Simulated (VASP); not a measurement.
# Lattice of TiAl3 across functionals and dispersion corrections, part 2 of 3

Aim: relax TiAl3 with several functionals and dispersion schemes, and compare the cells. LASPH is on for some levels and off for others; the table marks which. The start is a computed cell from the Materials Project.

VASP 6.6.1, plane waves and PAW; the level of theory is named at each step.

Still holding for the runs below: This run has no spin polarisation. Its electron count is odd, so without a moment it is a metal by construction.

So far. Step 2 (Relaxation with LDA): It ends with forces that vanish by symmetry and a pressure of -0.02 GPa. The conventional cell has a = 3.787 and c = 8.492 Å.

### Step 3. Relaxation with PBEsol

This step: PBEsol; plane waves and PAW (Ti_sv, Al) (VASP 6.6.1).

PBEsol restores the gradient expansion of exchange and is tuned for the cells of solids.

The input, INCAR:

```
SYSTEM = TiAl3
PREC = Accurate
ENCUT = 520
EDIFF = 1E-06
NELM = 100
ISMEAR = -1
SIGMA = 0.05
LREAL = .FALSE.
ALGO = Normal
GGA = PS
NBANDS = 16
LORBIT = 11
LWAVE = .FALSE.
LCHARG = .FALSE.
KPAR = 4
IBRION = 2
NSW = 60
ISIF = 3
EDIFFG = -0.01
```

The input, POSCAR:

```
TiAl3
1.0
   -1.9111067713      1.9111067713      4.2806687947
    1.9111067713     -1.9111067713      4.2806687947
    1.9111067713      1.9111067713     -4.2806687947
Ti Al
1 3
Direct
    0.0000000000      0.0000000000      0.0000000000
    0.5000000000      0.5000000000      0.0000000000
    0.7500000000      0.2500000000      0.5000000000
    0.2500000000      0.7500000000      0.5000000000
```

The input, KPOINTS:

```
Automatic mesh
0
Gamma
8 8 8
0 0 0
```

The projector-augmented-wave data sets are Ti_sv and Al (PBE family, release 64).

Started as:

```console
$ mpirun -np 4 vasp_std
```

Numbers of over 12 decimals in the logs are rounded to 6 here.

The program printed:

```text
[banner, memory and clock lines left out]
running    4 mpi-ranks, on    1 nodes
 distrk:  each k-point on    1 cores,    4 groups
 distr:  one band on    1 cores,    1 groups

 POSCAR found type information on POSCAR TiAl
 POSCAR found :  2 types and       4 ions
 [... a notice as in an earlier step ...]

 LDA part: xc-table for (Slater+PW92), standard interpolation
 POSCAR, INCAR and KPOINTS ok, starting setup
 FFT: planning ... GRIDC
 FFT: planning ... GRID_SOFT
 FFT: planning ... GRID
 WAVECAR not read
 entering main loop
       N       E                     dE             d eps       ncg     rms          rms(c)
DAV:   1     0.119010104640E+03    0.11901E+03   -0.92806E+03  1888   0.121E+03
DAV:   2    -0.153037636771E+02   -0.13431E+03   -0.13227E+03  1960   0.320E+02
DAV:   3    -0.241507499656E+02   -0.88470E+01   -0.86713E+01  3128   0.714E+01
DAV:   4    -0.243416752985E+02   -0.19093E+00   -0.19077E+00  2208   0.105E+01
DAV:   5    -0.243490742454E+02   -0.73989E-02   -0.73987E-02  3136   0.193E+00    0.113E+01
DAV:   6    -0.230148544332E+02    0.13342E+01   -0.28253E+01  2784   0.395E+01    0.666E+00
DAV:   7    -0.223233455802E+02    0.69151E+00   -0.88681E+00  2496   0.217E+01    0.309E+00
DAV:   8    -0.222864425000E+02    0.36903E-01   -0.13778E+00  2432   0.929E+00    0.171E+00
DAV:   9    -0.222389938514E+02    0.47449E-01   -0.43266E-01  2584   0.506E+00    0.240E-01
DAV:  10    -0.222405157859E+02   -0.15219E-02   -0.85764E-03  2336   0.711E-01    0.301E-01
DAV:  11    -0.222386826062E+02    0.18332E-02   -0.97715E-03  2736   0.672E-01    0.477E-02
DAV:  12    -0.222386810200E+02    0.15861E-05   -0.20743E-04  2400   0.110E-01    0.355E-02
DAV:  13    -0.222386811875E+02   -0.16747E-06   -0.35919E-06  2424   0.150E-02
   1 F= -.22238681E+02 E0= -.22232984E+02  d E =-.222387E+02
 curvature:   0.00 expect dE= 0.000E+00 dE for cont linesearch  0.000E+00
 trial: gam= 0.00000 g(F)=  0.110E-47 g(S)=  0.180E-02 ort = 0.000E+00 (trialstep = 0.100E+01)
 search vector abs. value=  0.180E-02
 bond charge predicted
       N       E                     dE             d eps       ncg     rms          rms(c)
DAV:   1    -0.222566281038E+02   -0.17947E-01   -0.32620E-01  2480   0.674E+00    0.121E+00
DAV:   2    -0.222506754354E+02    0.59527E-02   -0.34685E-01  2848   0.475E+00    0.702E-01
DAV:   3    -0.222383794830E+02    0.12296E-01   -0.92903E-02  2568   0.216E+00    0.145E-01
DAV:   4    -0.222382721976E+02    0.10729E-03   -0.29906E-03  2664   0.455E-01    0.512E-02
DAV:   5    -0.222384439352E+02   -0.17174E-03   -0.26977E-04  2808   0.103E-01    0.386E-02
DAV:   6    -0.222385181831E+02   -0.74248E-04   -0.21622E-04  2952   0.724E-02    0.118E-02
DAV:   7    -0.222385219903E+02   -0.38071E-05   -0.11358E-05  2088   0.223E-02    0.381E-03
DAV:   8    -0.222385220982E+02   -0.10792E-06   -0.52152E-07  1496   0.696E-03
   2 F= -.22238522E+02 E0= -.22232869E+02  d E =0.159089E-03
 trial-energy change:    0.000159  1 .order   -0.000112   -0.001802    0.001578
 step:   0.4162(harm=  0.5332)  dis= 0.00000  next Energy=   -22.239037 (dE=-0.355E-03)
 bond charge predicted
       N       E                     dE             d eps       ncg     rms          rms(c)
DAV:   1    -0.222452377922E+02   -0.67158E-02   -0.11298E-01  2480   0.397E+00    0.720E-01
DAV:   2    -0.222436086390E+02    0.16292E-02   -0.12926E-01  2832   0.288E+00    0.426E-01
DAV:   3    -0.222389057386E+02    0.47029E-02   -0.32688E-02  2592   0.128E+00    0.757E-02
DAV:   4    -0.222388806729E+02    0.25066E-04   -0.84501E-04  2592   0.227E-01    0.259E-02
DAV:   5    -0.222389382982E+02   -0.57625E-04   -0.12419E-04  2904   0.710E-02    0.277E-02
DAV:   6    -0.222389559904E+02   -0.17692E-04   -0.69679E-05  2848   0.532E-02    0.592E-03
DAV:   7    -0.222389572484E+02   -0.12581E-05   -0.71794E-06  2440   0.158E-02    0.189E-03
DAV:   8    -0.222389572438E+02    0.46130E-08   -0.32049E-07  1128   0.531E-03
   3 F= -.22238957E+02 E0= -.22233277E+02  d E =-.276056E-03
 curvature:  -0.25 expect dE=-0.122E-05 dE for cont linesearch -0.960E-06
 trial: gam=-0.04346 g(F)=  0.112E-47 g(S)=  0.488E-05 ort = 0.832E-04 (trialstep = 0.883E+00)
 search vector abs. value=  0.105E-05
 reached required accuracy - stopping structural energy minimisation
```

Elapsed: 1.8 min, on 4 MPI ranks of AMD EPYC 7R43, shared host; peak memory 0.98 GiB.

Parts of OUTCAR (step 3):

```text
The static configuration has the point symmetry D_4h.

 Found     59 irreducible k-points:

   NELECT =      21.0000    total number of electrons

 E-fermi :   8.3235

 k-point     1 :       0.0000    0.0000    0.0000
  band No.  band energies     occupation
    ...
      6       5.4551      2.00000
      7       5.6925      2.00000
      8       6.8841      2.00000
      9       7.0870      2.00000
     10       7.0870      2.00000
     11       9.1645      0.00000
     12      10.0830      0.00000
     13      10.0830      0.00000
     14      10.5512      0.00000
     15      10.8270      0.00000
    ...

 k-point     2 :       0.1250    0.0000    0.0000
  band No.  band energies     occupation
    ...
      6       4.8535      2.00000
      7       6.0862      2.00000
      8       6.5477      2.00000
      9       6.9079      2.00000
     10       7.2047      2.00000
     11       8.6584      0.00246
     12       9.6321      0.00000
     13      10.3512      0.00000
     14      10.6849      0.00000
     15      11.3079      0.00000
    ...

  Total       -0.0060250     -0.0060250     -0.0182107      0.0000000      0.0000000      0.0000000
  in kB       -0.1548775     -0.1548775     -0.4681166      0.0000000      0.0000000      0.0000000
  external PRESSURE =      -0.2592905 kB  Pullay stress =       0.0000000 kB

  energy-cutoff  :      520.00
  volume of cell :       62.33
      direct lattice vectors                 reciprocal lattice vectors
    -1.909026786  1.909026786  4.275613112     0.000000000  0.261913559  0.116942293
     1.909026786 -1.909026786  4.275613112     0.261913559  0.000000000  0.116942293
     1.909026786  1.909026786 -4.275613112     0.261913559  0.261913559  0.000000000

 POSITION                                       TOTAL-FORCE (eV/Angst)
 -----------------------------------------------------------------------------------
      0.00000      0.00000      0.00000         0.000000     -0.000000      0.000000
      0.00000      0.00000      4.27561         0.000000     -0.000000      0.000000
      0.00000      1.90903      2.13781        -0.000000     -0.000000      0.000000
      1.90903      0.00000      2.13781         0.000000      0.000000     -0.000000
 -----------------------------------------------------------------------------------
    total drift:                               -0.000000     -0.000000      0.000000

  FREE ENERGIE OF THE ION-ELECTRON SYSTEM (eV)
  ---------------------------------------------------
  free  energy   TOTEN  =       -22.2389572438 eV

  energy  without entropy=      -22.2275971437  energy(sigma->0) =      -22.23327719

 total charge
# of ion       s       p       d       tot
------------------------------------------
    1        2.170   6.120   2.029  10.319
    2        0.446   0.376   0.000   0.822
    3        0.407   0.407   0.000   0.814
    4        0.407   0.407   0.000   0.814
--------------------------------------------------
tot          3.430   7.310   2.029  12.769

[... 8 parts as in an earlier step ...]

[... 5 further parts left out ...]
```

CONTCAR:

```
TiAl3
   1.00000000000000
    -1.9090267858696381    1.9090267858696381    4.2756131117180942
     1.9090267858696381   -1.9090267858696381    4.2756131117180942
     1.9090267858696381    1.9090267858696381   -4.2756131117180942
  Ti              Al
     1     3
Direct
     0.0000000000000000    0.0000000000000000    0.0000000000000000
     0.5000000000000000    0.5000000000000000    0.0000000000000000
     0.7500000000000000    0.2500000000000000    0.5000000000000000
     0.2500000000000000    0.7500000000000000    0.5000000000000000
```

The PAW data sets were made with PBE, which is usual practice but a small mismatch for other functionals.

The steps of the relaxation:

| step | energy less that of the first step (eV) | largest force (eV/Å) | pressure (GPa) | volume (Å³) |
| --- | --- | --- | --- | --- |
| 1 | 0.0000 | 0.0000 | -0.57 | 62.54 |
| 2 | 0.0002 | 0.0000 | 0.51 | 62.03 |
| 3 | -0.0003 | 0.0000 | -0.03 | 62.33 |

| conventional cell, symmetrised | before | after | change |
| --- | --- | --- | --- |
| a (Å) | 3.822 | 3.818 | -0.1 % |
| b (Å) | 3.822 | 3.818 | -0.1 % |
| c (Å) | 8.561 | 8.551 | -0.1 % |
| volume (Å³/atom) | 15.63 | 15.58 | -0.3 % |

The relaxed structure:

```xyz
4
Lattice="-1.9090 1.9090 4.2756 1.9090 -1.9090 4.2756 1.9090 1.9090 -4.2756" Properties=species:S:1:pos:R:3 pbc="T T T"
Ti    0.0000    0.0000    0.0000
Al    0.0000    0.0000    4.2756
Al    0.0000    1.9090    2.1378
Al    1.9090    0.0000    2.1378
```

This step gave:

```yaml
free_energy_toten: -22.24 eV
energy_at_zero_smearing: -22.23 eV
fermi_energy: 8.323 eV
pressure: -0.02593 GPa
scf_cycles_over_all_ionic_steps: 29
```

It ends at 15.58 Å³/atom, -0.3 % from the start, with -0.03 GPa left. The conventional cell has a = 3.818 and c = 8.551 Å.

### Step 4. Relaxation with PBE

This step: PBE; plane waves and PAW (Ti_sv, Al) (VASP 6.6.1).

PBE, the usual starting point, adds the gradient of the density.

INCAR: that of step 3 with these lines changed.

```diff
@@ -9,3 +9,3 @@
 ALGO = Normal
-GGA = PS
+GGA = PE
 NBANDS = 16
```

POSCAR is that of step 3.

KPOINTS is that of step 3.

Started as:

```console
$ mpirun -np 4 vasp_std
```

The program printed:

```text
[banner, memory and clock lines left out]
running    4 mpi-ranks, on    1 nodes
[...]
LDA part: xc-table for (Slater+PW92), standard interpolation
 POSCAR, INCAR and KPOINTS ok, starting setup
[...]
entering main loop
       N       E                     dE             d eps       ncg     rms          rms(c)
DAV:   1     0.120802218278E+03    0.12080E+03   -0.92939E+03  1888   0.121E+03
DAV:   2    -0.135938266676E+02   -0.13440E+03   -0.13236E+03  1960   0.321E+02
DAV:   3    -0.224806602343E+02   -0.88868E+01   -0.87116E+01  3120   0.716E+01
DAV:   4    -0.226729956380E+02   -0.19234E+00   -0.19219E+00  2192   0.105E+01
[...]
DAV:  11    -0.206640833572E+02    0.16215E-02   -0.97808E-03  2760   0.668E-01    0.273E-02
DAV:  12    -0.206640925490E+02   -0.91917E-05   -0.14849E-04  2304   0.905E-02    0.271E-02
DAV:  13    -0.206640925934E+02   -0.44481E-07   -0.19089E-06  2600   0.116E-02
   1 F= -.20664093E+02 E0= -.20658419E+02  d E =-.206641E+02
[...]
DAV:  10    -0.206701394500E+02    0.75054E-07   -0.89233E-07  1384   0.503E-03
   2 F= -.20670139E+02 E0= -.20664273E+02  d E =-.604686E-02
 trial-energy change:   -0.006047  1 .order   -0.005544   -0.020460    0.009371
 step:   0.7068(harm=  0.6859)  dis= 0.00000  next Energy=   -20.671500 (dE=-0.741E-02)
[...]
N       E                     dE             d eps       ncg     rms          rms(c)
DAV:   1    -0.206891879986E+02   -0.19048E-01   -0.31806E-01  2472   0.655E+00    0.118E+00
DAV:   2    -0.206846673068E+02    0.45207E-02   -0.35557E-01  2736   0.466E+00    0.729E-01
DAV:   3    -0.206714774625E+02    0.13190E-01   -0.10040E-01  2608   0.221E+00    0.146E-01
DAV:   4    -0.206713550892E+02    0.12237E-03   -0.29388E-03  2496   0.447E-01    0.471E-02
DAV:   5    -0.206715222327E+02   -0.16714E-03   -0.29856E-04  2856   0.108E-01    0.389E-02
DAV:   6    -0.206715905855E+02   -0.68353E-04   -0.19851E-04  3008   0.732E-02    0.913E-03
DAV:   7    -0.206715938991E+02   -0.33136E-05   -0.10239E-05  2048   0.213E-02    0.259E-03
DAV:   8    -0.206715937110E+02    0.18813E-06   -0.45512E-07  1376   0.636E-03
   3 F= -.20671594E+02 E0= -.20665784E+02  d E =-.750112E-02
[...]
reached required accuracy - stopping structural energy minimisation
```

It took 98 s on 4 MPI ranks; peak memory 1 GiB.

OUTCAR, selected parts (step 4):

```text
  Total       -0.0267185     -0.0267185      0.0015177      0.0000000      0.0000000      0.0000000
  in kB       -0.6715195     -0.6715195      0.0381448      0.0000000      0.0000000      0.0000000
  external PRESSURE =      -0.4349648 kB  Pullay stress =       0.0000000 kB

 POSITION                                       TOTAL-FORCE (eV/Angst)
 -----------------------------------------------------------------------------------
      0.00000      0.00000      0.00000         0.000000      0.000000     -0.000000
      0.00000      0.00000      4.30711         0.000000      0.000000     -0.000000
      0.00000      1.92358      2.15355        -0.000000      0.000000      0.000000
      1.92358      0.00000      2.15355         0.000000     -0.000000      0.000000
 -----------------------------------------------------------------------------------
    total drift:                               -0.000000     -0.000000      0.000000

  FREE ENERGIE OF THE ION-ELECTRON SYSTEM (eV)
  ---------------------------------------------------
  free  energy   TOTEN  =       -20.6715937110 eV

  energy  without entropy=      -20.6599737367  energy(sigma->0) =      -20.66578372

[... 2 parts as in an earlier step ...]

[... 2 further parts left out ...]
[key lines of the parts left out:]
E-fermi :   8.1767
```

Relaxation path:

| step | energy less that of the first step (eV) | largest force (eV/Å) | pressure (GPa) | volume (Å³) |
| --- | --- | --- | --- | --- |
| 1 | 0.0000 | 0.0000 | 1.93 | 62.54 |
| 2 | -0.0060 | 0.0000 | -0.86 | 64.25 |
| 3 | -0.0075 | 0.0000 | -0.04 | 63.75 |

| conventional cell, symmetrised | before | after | change |
| --- | --- | --- | --- |
| a (Å) | 3.822 | 3.847 | +0.7 % |
| b (Å) | 3.822 | 3.847 | +0.7 % |
| c (Å) | 8.561 | 8.614 | +0.6 % |
| volume (Å³/atom) | 15.63 | 15.94 | +1.9 % |

The relaxed structure:

```xyz
4
Lattice="-1.9236 1.9236 4.3071 1.9236 -1.9236 4.3071 1.9236 1.9236 -4.3071" Properties=species:S:1:pos:R:3 pbc="T T T"
Ti    0.0000    0.0000    0.0000
Al    0.0000    0.0000    4.3071
Al    0.0000    1.9236    2.1536
Al    1.9236    0.0000    2.1536
```

It ends at 15.94 Å³/atom, +1.9 % from the start, with -0.04 GPa left. The conventional cell has a = 3.847 and c = 8.614 Å.

### Step 5. Relaxation with r2SCAN

This step: r2SCAN; plane waves and PAW (Ti_sv, Al) (VASP 6.6.1).

r2SCAN adds the kinetic-energy density, costs more than a GGA and is run with LASPH.

INCAR: that of step 4 with these lines changed.

```diff
@@ -9,3 +9,4 @@
 ALGO = Normal
-GGA = PE
+METAGGA = R2SCAN
+LASPH = .TRUE.
 NBANDS = 16
```

POSCAR is that of step 4.

KPOINTS is that of step 4.

Started as:

```console
$ mpirun -np 4 vasp_std
```

The program printed:

```text
[banner, memory and clock lines left out]
running    4 mpi-ranks, on    1 nodes
[...]
[... a notice as in an earlier step ...]

 LDA part: xc-table for (None), standard interpolation
 POSCAR, INCAR and KPOINTS ok, starting setup
[...]
entering main loop
       N       E                     dE             d eps       ncg     rms          rms(c)
DAV:   1     0.110585766105E+03    0.11059E+03   -0.96157E+03  1888   0.126E+03
DAV:   2    -0.301943476794E+02   -0.14078E+03   -0.13855E+03  1968   0.334E+02
DAV:   3    -0.397810016979E+02   -0.95867E+01   -0.93993E+01  3168   0.754E+01
DAV:   4    -0.399995266760E+02   -0.21852E+00   -0.21804E+00  2176   0.114E+01
[...]
DAV:  11    -0.349186397563E+02    0.14527E-03   -0.21662E-03  2792   0.343E-01    0.269E-02
DAV:  12    -0.349186247321E+02    0.15024E-04   -0.10667E-04  2456   0.652E-02    0.571E-03
DAV:  13    -0.349186248282E+02   -0.96083E-07   -0.59673E-06  2368   0.242E-02
   1 F= -.34918625E+02 E0= -.34913779E+02  d E =-.349186E+02
[...]
N       E                     dE             d eps       ncg     rms          rms(c)
DAV:   1    -0.349186874372E+02   -0.62705E-04   -0.24050E-03  2304   0.643E-01    0.474E-02
DAV:   2    -0.349186569375E+02    0.30500E-04   -0.13011E-04  2104   0.940E-02    0.248E-02
DAV:   3    -0.349186473236E+02    0.96139E-05   -0.25434E-05  2600   0.395E-02    0.325E-03
DAV:   4    -0.349186472753E+02    0.48241E-07   -0.22014E-06  1768   0.119E-02
   2 F= -.34918647E+02 E0= -.34913782E+02  d E =-.224472E-04
 trial-energy change:   -0.000022  1 .order   -0.000023   -0.000045   -0.000001
 step:   1.0148(harm=  1.0148)  dis= 0.00000  next Energy=   -34.918647 (dE=-0.226E-04)
 reached required accuracy - stopping structural energy minimisation
```

Run time: 3.6 min. Hardware: 4 MPI ranks; peak memory 1 GiB.

From OUTCAR (step 5):

```text
  Total       -0.0079062     -0.0079062     -0.0095754      0.0000000     -0.0000000      0.0000000
  in kB       -0.2025443     -0.2025443     -0.2453068      0.0000000     -0.0000000      0.0000000
  external PRESSURE =      -0.2167985 kB  Pullay stress =       0.0000000 kB

 POSITION                                       TOTAL-FORCE (eV/Angst)
 -----------------------------------------------------------------------------------
      0.00000     -0.00000      0.00000        -0.000000     -0.000000     -0.000000
      0.00000      0.00000      4.27817        -0.000000     -0.000000     -0.000000
     -0.00000      1.91170      2.13908         0.000000      0.000000     -0.000000
      1.91170     -0.00000      2.13908         0.000000     -0.000000      0.000000
 -----------------------------------------------------------------------------------
    total drift:                               -0.000000     -0.000000      0.000000

  FREE ENERGIE OF THE ION-ELECTRON SYSTEM (eV)
  ---------------------------------------------------
  free  energy   TOTEN  =       -34.9186472753 eV

  energy  without entropy=      -34.9089159595  energy(sigma->0) =      -34.91378162

[... 2 parts as in an earlier step ...]

[... 2 further parts left out ...]
[key lines of the parts left out:]
E-fermi :   8.3733
```

Little changed from the start: no atom moved by 0.005 Å and no cell edge by 0.1 %.

It ends at 15.64 Å³/atom, under 0.05 % from the start, with -0.02 GPa left. The conventional cell has a = 3.823 and c = 8.556 Å.

### Step 6. Relaxation with PBE + D3(BJ)

This step: PBE with D3(BJ); plane waves and PAW (Ti_sv, Al) (VASP 6.6.1).

A dispersion term adds the long-range attraction that semilocal functionals lack. D3 with Becke-Johnson damping keeps a finite attraction at short range.

INCAR: that of step 5 with these lines changed.

```diff
@@ -9,4 +9,4 @@
 ALGO = Normal
-METAGGA = R2SCAN
-LASPH = .TRUE.
+GGA = PE
+IVDW = 12
 NBANDS = 16
```

POSCAR is that of step 5.

KPOINTS is that of step 5.

Started as:

```console
$ mpirun -np 4 vasp_std
```

The program printed:

```text
[... set-up lines as in an earlier step ...]
 entering main loop
       N       E                     dE             d eps       ncg     rms          rms(c)
[... 13 cycles as in an earlier step ...]
   1 F= -.22364015E+02 E0= -.22358341E+02  d E =-.223640E+02
[...]
2 F= -.22370278E+02 E0= -.22364819E+02  d E =-.626341E-02
[...]
3 F= -.22374976E+02 E0= -.22369432E+02  d E =-.109614E-01
[...]
4 F= -.22374979E+02 E0= -.22369437E+02  d E =-.109641E-01
[...]
5 F= -.22374974E+02 E0= -.22369434E+02  d E =-.109588E-01
[...]
reached required accuracy - stopping structural energy minimisation
```

Elapsed: 2 min, on 4 MPI ranks; peak memory 1 GiB.

OUTCAR, selected parts (step 6):

```text
 Edisp (eV)   -1.74037

 Edisp (eV)   -1.74119

  Total       0.03452     0.03452    -0.02845     0.00000    -0.00000     0.00000
  in kB       0.90504     0.90504    -0.74591     0.00000    -0.00000     0.00000
  external pressure =        0.35 kB  Pullay stress =        0.00 kB

 POSITION                                       TOTAL-FORCE (eV/Angst)
 -----------------------------------------------------------------------------------
     -0.00000      0.00000      0.00000        -0.000000     -0.000000      0.000000
      0.00000      0.00000      4.24679        -0.000000     -0.000000      0.000000
      0.00000      1.89676      2.12340         0.000000      0.000000     -0.000000
      1.89676      0.00000      2.12340        -0.000000      0.000000      0.000000
 -----------------------------------------------------------------------------------
    total drift:                               -0.000000     -0.000000      0.000000

  FREE ENERGIE OF THE ION-ELECTRON SYSTEM (eV)
  ---------------------------------------------------
  free  energy   TOTEN  =       -22.3749735576 eV

  energy  without entropy=      -22.3638946165  energy(sigma->0) =      -22.36943409

[... 2 parts as in an earlier step ...]

[... 2 further parts left out ...]
[key lines of the parts left out:]
E-fermi :   8.6044
```

Dispersion corrections of this kind ignore metallic screening and tend to overbind metals.

It ends at 15.28 Å³/atom, -2.3 % from the start, with 0.04 GPa left. The conventional cell has a = 3.794 and c = 8.494 Å. Against plain PBE, the dispersion term moves a by -1.4 % and c by -1.4 %.

(Continued in part 3 of 3.)

[Lines on the potential files, build, host, timing and source positions are cut from VASP's logs without a mark.]

[Logs are printed without paths, hosts, clocks, repeated set-up lines and the standing remarks that a program may print on its own settings, such as how far it seeks lower states.]

[Hosts, paths, dates, database ids (printed as entryN), source tags and the programs' standing remarks are cut or masked in the printed files.]

[A measured line is paired with the nearest computed mode of its activity, which favours agreement.]
